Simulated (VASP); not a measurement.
Here is the system:

```
Hg2MnTe3
1.0
    4.55961     0.00000     0.00000
   -2.27981     3.94874     0.00000
    0.00000     0.00000    10.98394
Mn Hg Te
1 2 3
Cartesian
  0.00000   2.63249   7.26602
  0.00000   0.00000  10.93757
  2.27981   1.31624   3.73203
  0.00000   0.00000   2.75544
  2.27981   1.31624   6.56372
  0.00000   2.63249   9.93488
```

Calculation: PBEsol GGA with spin-orbit coupling, VASP's PBE PAW potentials (set 64) (plane waves; VASP 6.6.1). Run with 400 eV cut-off, 7×7×3 Γ-centred mesh, Gaussian smearing of 0.050 eV, potentials Mn_pv Hg Te.

The run has a spin-polarised start.

**Question.** Give the energies of bands 48 to 61 at the high-symmetry points, in eV from the valence-band maximum.

**Answer.** 
```json
[
 {"band": "48", "Γ": "-0.97", "M": "-2.40", "K": "-3.00", "A": "-0.96", "L": "-2.49", "H": "-2.74"},
 {"band": "49", "Γ": "-0.91", "M": "-2.33", "K": "-2.77", "A": "-0.90", "L": "-2.25", "H": "-2.69"},
 {"band": "50", "Γ": "-0.82", "M": "-2.14", "K": "-2.20", "A": "-0.89", "L": "-2.23", "H": "-2.45"},
 {"band": "51", "Γ": "-0.63", "M": "-2.11", "K": "-2.12", "A": "-0.82", "L": "-2.12", "H": "-2.31"},
 {"band": "52", "Γ": "-0.61", "M": "-1.72", "K": "-1.90", "A": "-0.44", "L": "-1.78", "H": "-2.30"},
 {"band": "53", "Γ": "-0.45", "M": "-1.62", "K": "-1.84", "A": "-0.42", "L": "-1.59", "H": "-2.17"},
 {"band": "54", "Γ": "-0.41", "M": "-1.60", "K": "-1.72", "A": "-0.36", "L": "-1.05", "H": "-1.96"},
 {"band": "55", "Γ": "-0.20", "M": "-1.32", "K": "-1.44", "A": "0.00", "L": "-0.89", "H": "-1.67"},
 {"band": "56", "Γ": "0.02", "M": "0.32", "K": "0.19", "A": "0.02", "L": "0.14", "H": "0.15"},
 {"band": "57", "Γ": "0.18", "M": "0.47", "K": "0.46", "A": "0.43", "L": "0.45", "H": "0.56"},
 {"band": "58", "Γ": "0.55", "M": "0.66", "K": "0.51", "A": "0.53", "L": "0.61", "H": "0.72"},
 {"band": "59", "Γ": "0.56", "M": "0.69", "K": "0.94", "A": "0.65", "L": "0.67", "H": "0.84"},
 {"band": "60", "Γ": "0.70", "M": "1.08", "K": "1.05", "A": "0.71", "L": "0.90", "H": "1.03"},
 {"band": "61", "Γ": "0.78", "M": "1.47", "K": "1.75", "A": "0.80", "L": "1.12", "H": "2.17"}
]
```

The gap is direct, 0.02 eV, from the valence maximum at A to the conduction minimum at A.

The structure comes from a computed database's MnHg2Te3 entry (P3m1); how it stands against other phases isn't given here. It was relaxed first.
